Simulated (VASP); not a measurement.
Write the native input for VASP 6.6.1 that does the following.

- Task: optical spectrum
- Functional: PBE
- Potentials or basis: VASP PAW PBE potentials, release 64 (Ni, Mo_sv, Pd, Ir, W_sv)
- Cutoff: 520 eV
- k mesh: 11 × 11 × 3
- Occupations: fermi-dirac, width 0.05 eV
- Spin: collinear spin, ferromagnetic start
- Starting moments: [1.0, 1.0, 0.0, 0.6, 0.0] μB
- Further INCAR settings: ALGO = Normal; EDIFF = 1e-07; NBANDS = 76

The structure of NiMoIrPdW lies in POSCAR:

```
NiMoIrPdW
1.0
    2.3446000000     -1.4313800000      0.0090600000
    2.3446000000      1.4313800000      0.0090600000
   -2.2060000000      0.0000000000     10.9237400000
Ni Mo Pd Ir W
1 1 1 1 1
Direct
    0.4983800000      0.4983800000      0.2952500000
    0.3177300000      0.3177300000      0.9120700000
    0.2473300000      0.2473300000      0.4906100000
    0.7498200000      0.7498200000      0.1080200000
    0.6867300000      0.6867300000      0.6940600000
```

The cell was built by a generator and needn't be a form met in nature.

These files were run (other wordings do the same):

INCAR

```
SYSTEM = NiMoIrPdW
PREC     = Accurate       ! precision mode
ENCUT    = 520            ! plane-wave cutoff, eV
EDIFF    = 1E-7           ! SCF threshold, eV
ISMEAR   = -1             ! smearing method
SIGMA    = 0.05           ! smearing width, eV
LREAL    = .False.        ! projectors in reciprocal space
LASPH    = .True.         ! aspherical terms in the spheres
NELM     = 150            ! most SCF steps
ALGO     = Normal         ! electronic algorithm
ISIF     = 2              ! what is computed and relaxed
LWAVE    = .False.        ! write WAVECAR
LCHARG   = .False.        ! write CHGCAR
ISPIN    = 2              ! spin polarisation
MAGMOM   = 1 1 0 0.6 0    ! initial moments
LORBIT   = 11             ! projections on sites
LMAXMIX  = 4              ! l up to which the mixer works
GGA      = PE             ! functional
LOPTICS  = .True.         ! frequency-dependent dielectric function
NBANDS   = 76             ! bands
NEDOS    = 2000           ! points of the DOS
CSHIFT   = 0.1          
KPAR     = 4
```

KPOINTS

```
regular mesh
0
Gamma
  11 11 3
  0 0 0
```

Potentials or basis: VASP PAW PBE potentials, release 64 (Ni, Mo_sv, Pd, Ir, W_sv).

Launch:

```console
$ cat potpaw_PBE.64/Ni/POTCAR potpaw_PBE.64/Mo_sv/POTCAR potpaw_PBE.64/Pd/POTCAR potpaw_PBE.64/Ir/POTCAR potpaw_PBE.64/W_sv/POTCAR > POTCAR
$ mpirun -np 4 vasp_std > vasp.out
```

Results of the run:

| Quantity | Value |
| --- | --- |
| Pressure | 0.3 GPa |
| Largest force | 0.087 eV/Å |
| Band gap on the k mesh | none (metal or under the smearing width) |
| Net moment | 0.00 μB per cell |
| Valence electrons inside the program's atomic spheres | Ni 9.13; Mo 12.53; Pd 9.56; Ir 8.34; W 12.04 |

Caveat: spectra need much finer meshes, so this one isn't converged; independent-particle spectra lack excitons; the intraband (Drude) part of a metal's response may be missing.

Wall time 5.8 min on 4 MPI ranks on AMD EPYC 9R45 96-Core Processor (Zen 5), on a shared host, peak memory 1.8 GiB a rank.
